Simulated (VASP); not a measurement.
Consider the following.

```xyz
2
Lattice="1.5480 -2.6813 0.0000 1.5480 2.6813 0.0000 0.0000 0.0000 4.7616" Properties=species:S:1:pos:R:3 pbc="T T T"
Sc     1.5480     0.8938     1.1904
Sc     1.5480    -0.8938     3.5712
```

Computed with LDA (Ceperley-Alder, Perdew-Zunger), VASP's LDA PAW potentials (set 64) (plane waves; VASP 6.6.1). Settings: 500 eV cut-off, 14×14×8 Γ-centred mesh, first-order Methfessel-Paxton smearing of 0.10 eV, potentials Sc_sv.

Energy and stress use the plane-wave basis of the starting cell.

**Question.** The ions, cell shape and volume at an external pressure of 20.0 GPa are relaxed. Which structure does the run end with?

**Answer.** 
```xyz
2
Lattice="1.4982 -2.5950 0.0000 1.4982 2.5950 0.0000 0.0000 0.0000 4.6073" Properties=species:S:1:pos:R:3 pbc="T T T"
Sc     1.4982     0.8650     1.1518
Sc     1.4982    -0.8650     3.4555
```
Space group P6_3/mmc (194), at a tolerance of 0.03 Å.

**Question.** How do energy and volume change from the first to the last step?

**Answer.** The energy (σ→0) changes by +170.0 meV/atom and the volume by -9.4 %, in 4 ionic steps.

The compound is Sc in the hcp structure. This run relaxes it under an external pressure of 20 GPa. Symmetry was kept, so distortions that lower it aren't found.
